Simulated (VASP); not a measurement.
An input for Quantum ESPRESSO's pw.x (written as the equivalent of a VASP run, and not itself run):

```
&CONTROL
  calculation = 'vc-relax'
  pseudo_dir = './pseudo'
  outdir = './out'
  tprnfor = .true.
  tstress = .true.
  nstep = 60
  forc_conv_thr = 0.00078
/
&SYSTEM
  ibrav = 0
  nat = 6
  ntyp = 2
  ecutwfc = 56.6
  occupations = 'smearing'
  smearing = 'gaussian'
  degauss = 0.003675
  input_dft = 'pbe'
/
&ELECTRONS
  conv_thr = 7.3e-08
  electron_maxstep = 100
/
&IONS
/
&CELL
/
ATOMIC_SPECIES
  Si 28.085 Si.upf
  S 32.060 S.upf
CELL_PARAMETERS angstrom
    -2.7962241    3.1049285    5.4734922
     2.7962241   -3.1049285    5.4734922
     2.7962241    3.1049285   -5.4734922
ATOMIC_POSITIONS crystal
  Si   0.0000000  0.7500000  0.7500000
  Si   0.0000000  0.2500000  0.2500000
  S    0.7093638  0.8944178  0.8149461
  S    0.0794717  0.3944178  0.6850539
  S    0.9205283  0.6055822  0.3149461
  S    0.2906362  0.1055822  0.1850539
K_POINTS automatic
  5 5 5 0 0 0
```

Translate this input to VASP (INCAR, KPOINTS, POSCAR, choice of POTCAR).

One answer among several that fit: 
### INCAR
```
SYSTEM = SiS2
PREC = Accurate; ENCUT = 400; LREAL = F
LASPH = T
EDIFF = 1E-6; NELM = 100; ALGO = Normal
ISMEAR = 0; SIGMA = 0.05
GGA = PE
IBRION = 2; NSW = 60; ISIF = 3
EDIFFG = -0.02
LWAVE = F; LCHARG = F
```

**POSCAR**
```
SiS2
1.0
 -2.7962241117   3.1049284727   5.4734921731
  2.7962241117  -3.1049284727   5.4734921731
  2.7962241117   3.1049284727  -5.4734921731
Si S
2 4
Cartesian
  4.1943361676  -0.0000000000   0.0000000000
  1.3981120558   0.0000000000   0.0000000000
  2.7962241117   1.9557701321   4.3176850096
  2.7962241117   1.1491583406  -1.1558071635
  0.0000000000   1.9557701321   6.6292993366
 -0.0000000000   1.1491583406   1.1558071635
```

**KPOINTS**
```
K-points
0
gamma
 5 5 5
0 0 0
```

POTCAR, in this order: Si S (PBE.64 set). Program: vasp_std.

The two are equivalent in intent, not identical: the potentials are each code's own (VASP's PAW set, PseudoDojo norm-conserving files in pw.x), so ENCUT and ecutwfc are chosen apart and not converted; conv_thr bounds pw.x's estimated SCF error, while EDIFF bounds the energy change between steps; forc_conv_thr acts on force components and is met together with etot_conv_thr.

The compound is SiS2 in the sg72 structure. This run relaxes it. Symmetry was kept, so distortions that lower it aren't found. The start is the result of an earlier pass.
